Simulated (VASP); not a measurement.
Level of theory: PBE GGA, VASP's PBE PAW potentials (set 64) (plane waves; VASP).

VASP ran on this input.

KPOINTS:
```
K-points
0
Gamma
4 4 4
0 0 0
```

POSCAR:
```
SnO
1
    3.8000000000     0.0000000000     0.0000000000
    0.0000000000     3.8000000000     0.0000000000
    0.0000000000     0.0000000000     4.8400000000
Sn O
2 2
Direct
  0.5000000000   0.0000000000   0.7620000000
  0.0000000000   0.5000000000   0.2380000000
  0.5000000000   0.5000000000   0.0000000000
  0.0000000000   0.0000000000   0.0000000000
```

**INCAR**
```
EDIFF=1E-8   ! SCF stop (eV)
GGA=PE   ! PBE
LASPH=.True.
SYSTEM=SnO
ALGO=Normal   ! blocked Davidson
LCHARG=.False.
ENCUT=500
NELM=100   ! most electronic steps
SIGMA=0.01
LREAL=.False.   ! projection in real space or not
PREC=Normal
ISMEAR=0
LWAVE=.True.
```

POTCAR, in this order: Sn_d_GW O_GW_new (PBE.64 set). Program: vasp_std.

Output of the run:

**OUTCAR**
```
 ion  position               nearest neighbor table
   1  0.500  0.000  0.762-   3 2.22   4 2.22   3 2.22   4 2.22
   2  0.000  0.500  0.238-   3 2.22   4 2.22   4 2.22   3 2.22
   3  0.500  0.500  0.000-   1 2.22   2 2.22   1 2.22   2 2.22
   4  0.000  0.000  0.000-   1 2.22   2 2.22   2 2.22   1 2.22
  LATTYP: Found a simple tetragonal cell.
 ALAT       =     3.8000000000
 C/A-ratio  =     1.2736842105
 Subroutine PRICEL returns:
 Original cell was already a primitive cell.
 Subroutine GETGRP returns: Found 16 space group operations
The static configuration has the point symmetry D_2d.
 The point group associated with its full space group is D_4h.
The dynamic configuration has the point symmetry D_2d.
 Subroutine INISYM returns: Found 16 space group operations
 Subroutine IBZKPT returns following result:
 Found     18 irreducible k-points:

 Following reciprocal coordinates:
            Coordinates               Weight
  0.000000  0.000000  0.000000      1.000000
  0.250000  0.000000  0.000000      4.000000
  0.500000  0.000000  0.000000      2.000000
  0.250000  0.250000  0.000000      4.000000
  0.500000  0.250000  0.000000      4.000000
...
```

**OSZICAR**
```
       N       E                     dE             d eps       ncg     rms          rms(c)
DAV:   1     0.373160543345E+03    0.37316E+03   -0.15263E+04  1256   0.107E+04
DAV:   2     0.410786845479E+02   -0.33208E+03   -0.32640E+03  1728   0.150E+03
DAV:   3    -0.225002872953E+02   -0.63579E+02   -0.63131E+02  1704   0.293E+02
DAV:   4    -0.261449666874E+02   -0.36447E+01   -0.36075E+01  1416   0.623E+01
DAV:   5    -0.263831270114E+02   -0.23816E+00   -0.23811E+00  1608   0.223E+01    0.142E+01
DAV:   6    -0.226992617231E+02    0.36839E+01   -0.23857E+01  1712   0.194E+02    0.701E+00
DAV:   7    -0.227117150618E+02   -0.12453E-01   -0.23265E+00  1600   0.261E+01    0.560E+00
DAV:   8    -0.227630961740E+02   -0.51381E-01   -0.89789E-01  1640   0.232E+01    0.189E+00
DAV:   9    -0.226992908874E+02    0.63805E-01   -0.39001E-01  1624   0.218E+01    0.324E-01
DAV:  10    -0.227027986894E+02   -0.35078E-02   -0.35074E-02  1384   0.239E+00    0.214E-01
DAV:  11    -0.227031432932E+02   -0.34460E-03   -0.10802E-03  1496   0.532E-01    0.402E-02
DAV:  12    -0.227031875525E+02   -0.44259E-04   -0.10939E-04  1512   0.222E-01    0.230E-02
DAV:  13    -0.227031887792E+02   -0.12267E-05   -0.16006E-05  1616   0.111E-01    0.960E-03
DAV:  14    -0.227031872475E+02    0.15317E-05   -0.96448E-06  1640   0.105E-01    0.547E-03
DAV:  15    -0.227031873834E+02   -0.13591E-06   -0.99791E-07  1368   0.812E-03    0.470E-03
DAV:  16    -0.227031873623E+02    0.21057E-07   -0.34924E-07  1256   0.215E-02    0.174E-03
DAV:  17    -0.227031874273E+02   -0.65005E-07   -0.61487E-08   968   0.326E-03    0.222E-04
DAV:  18    -0.227031874340E+02   -0.66311E-08   -0.53479E-09   712   0.386E-03
   1 F= -.22703187E+02 E0= -.22703172E+02  d E =-.312306E-04
```

OUTCAR:
```
------------------------ aborting loop because EDIFF is reached ----------------------------------------
  FORCE on cell =-STRESS in cart. coord.  units (eV):
  Direction    XX          YY          ZZ          XY          YZ          ZX
  --------------------------------------------------------------------------------------
  Total        1.6226017      1.6226017      1.0544005      0.0000000      0.0000000      0.0000000
  in kB       37.1971740     37.1971740     24.1715010      0.0000000      0.0000000      0.0000000
  external PRESSURE =      32.8552830 kB  Pullay stress =       0.0000000 kB
  volume of cell :       69.89
      direct lattice vectors                 reciprocal lattice vectors
     3.800000000  0.000000000  0.000000000     0.263157895  0.000000000  0.000000000
     0.000000000  3.800000000  0.000000000     0.000000000  0.263157895  0.000000000
     0.000000000  0.000000000  4.840000000     0.000000000  0.000000000  0.206611570
 POSITION                                       TOTAL-FORCE (eV/Angst)
 -----------------------------------------------------------------------------------
      1.90000      0.00000      3.68808         0.000000     -0.000000     -0.392194
      0.00000      1.90000      1.15192        -0.000000     -0.000000      0.392194
      1.90000      1.90000      0.00000         0.000000     -0.000000      0.000000
      0.00000      0.00000      0.00000        -0.000000      0.000000      0.000000
 -----------------------------------------------------------------------------------
    total drift:                                0.000000     -0.000000      0.000000
  FREE ENERGIE OF THE ION-ELECTRON SYSTEM (eV)
  ---------------------------------------------------
  free  energy   TOTEN  =       -22.7031874340 eV

  energy  without entropy=      -22.7031562033  energy(sigma->0) =      -22.70317182
```
(Selected blocks of OUTCAR.)

The compound is SnO in the litharge structure. The cell was not relaxed at this level.
